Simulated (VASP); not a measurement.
Crystal: KMgMn2O4.

```xyz
8
Lattice="3.2278 0.0000 0.0000 -0.2947 5.5055 0.0000 -0.2805 -1.5774 5.3863" Properties=species:S:1:pos:R:3 pbc="T T T"
Mn    1.4737   -0.7887    2.6931
Mn    0.0000    0.0000    0.0000
K     1.4665    2.7527    0.0000
Mg   -0.2876    1.9641    2.6931
O     1.2053    3.0920    3.8483
O    -0.1850    3.8660    1.5810
O     2.8376    0.0621    3.8053
O     1.4473    0.8362    1.5379
```

The cell comes from a database or a generator and needn't be the stable form of this composition.

| Quantity | Value |
| --- | --- |
| Program | VASP 6.6.1 |
| Task | single point |
| Functional | PBE |
| Potentials or basis | VASP PAW PBE potentials, release 64 (Mn_pv, K_sv, Mg, O) |
| Cutoff | 520 eV |
| k mesh | 8 × 5 × 5 |
| Occupations | fermi-dirac, width 0.05 eV |
| Spin | collinear spin, ferromagnetic start |
| Starting moments | [4.0, 4.0, 0.0, 0.0, 0.0, 0.0, 0.0, 0.0] μB |

On this cell: pressure -1.9 GPa; largest force 0.343 eV/Å; net moment 9.00 μB per cell; site moments Mn +3.65, +4.47; K +0.01; Mg +0.01; O +0.08, +0.11 μB; band gap on the k mesh 0.43 eV, indirect (least direct gap 0.58 eV).

The same run follows on a disturbed copy (atoms moved at random, drawn with an rms of 0.05 Å):

```xyz
8
Lattice="3.2278 0.0000 0.0000 -0.2947 5.5055 0.0000 -0.2805 -1.5774 5.3863" Properties=species:S:1:pos:R:3 pbc="T T T"
Mn    1.4740   -0.7463    2.7026
Mn    0.0121   -0.0016   -0.0291
K     1.4821    2.7246   -0.0079
Mg   -0.2713    1.9293    2.7067
O     1.1888    3.1085    3.8377
O    -0.2081    3.8941    1.5808
O     2.8291    0.0745    3.8139
O     1.4860    0.8269    1.5131
```

**Question.** What does the disturbed cell give?

**Answer.** The energy moves by +5.9 meV/atom; pressure -1.6 GPa; largest force 0.949 eV/Å; net moment 9.00 μB per cell; site moments Mn +3.65, +4.47; K +0.01; Mg +0.01; O +0.08, +0.11, +0.07 μB; band gap on the k mesh 0.44 eV, indirect (least direct gap 0.59 eV).

Forces in eV/Å, atoms in the order of the input:
```
Mn  -0.217 -0.766 -0.515
Mn  -0.018 -0.227  0.131
K   -0.100  0.408  0.236
Mg  -0.017  0.375 -0.180
O    0.056  0.130 -0.048
O    0.478  0.240  0.134
O   -0.042 -0.081 -0.165
O   -0.140 -0.079  0.409
```

Stress tensor (GPa, compression positive):
```
-1.03 -0.96 -0.89
-0.96 -2.45  0.42
-0.89  0.42 -1.46
```

Caveats: an odd mesh through Γ misses points on the zone boundary, where band edges often lie; only a ferromagnetic start was run, and an antiferromagnetic order may lie lower in energy.
